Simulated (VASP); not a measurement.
## MgTe: stress against strain

MgTe (wurtzite, P6_3mc, 33.419 Å³/atom and stress up to 0.02 GPa in the relaxed cell, c along z) under a strain ε along c (axis z), the other axes held. PBEsol in VASP (plane waves, PAW), 480 eV, 12×12×4 Γ-centred mesh, Gaussian smearing 0.05 eV; ions are relaxed, or left where forces stay under 0.02 eV/Å, within the symmetry of each cell. Stress is positive for a compressed cell.

Here s stands for strain and y for stress zz.

```
strain (%)  stress zz (GPa)
----------  ---------------
-1.50                  0.84
-1.00                  0.55
-0.50                  0.28
0.00                   0.02
0.50                  -0.30
1.00                  -0.57
1.50                  -0.83
3.00                      ?
```

The 7 complete rows are fitted with a straight line, y against s. Means: s 0, y -0.001. About the means, the sum of products is -3.9150 and the sum of squares of s is 7.0000; the slope is their ratio. Least squares gives y = -0.001 - 0.5593·s. Residuals (row less fit): 0.002, -0.008, 0.001, 0.021, -0.019, -0.010, 0.010; standard error 0.015 (degrees of freedom: 5). The slope gives the elastic constant C33 = 55.9 ± 0.6 GPa (± standard error of the fit, which holds the terms cut off).

Q: Predict the withheld y at s = 3.00 from the fit, and compare with the calculation.

A: y = -0.001 - 0.5593 × 3.0 = -1.679 GPa. The calculation gives -1.66 GPa, 0.019 GPa above the prediction (0.8 % of the range of y in the table). The row lies outside the fitted rows, so this is an extrapolation. From the scatter of the fitted rows alone, a prediction at this place has a standard error of 0.023 GPa, so the miss is 0.8 times that.

Spin-orbit coupling is left out, which can shift these values for the heavy elements here. Rows are the converged runs of the series near zero and its far end, less any whose ions stayed unrelaxed beside relaxed ones; series whose fitted rows scatter by over a few per cent of the range, as at a crossing or softening among them, aren't shown in this form. Most that stay on the fit to the last digits aren't either.
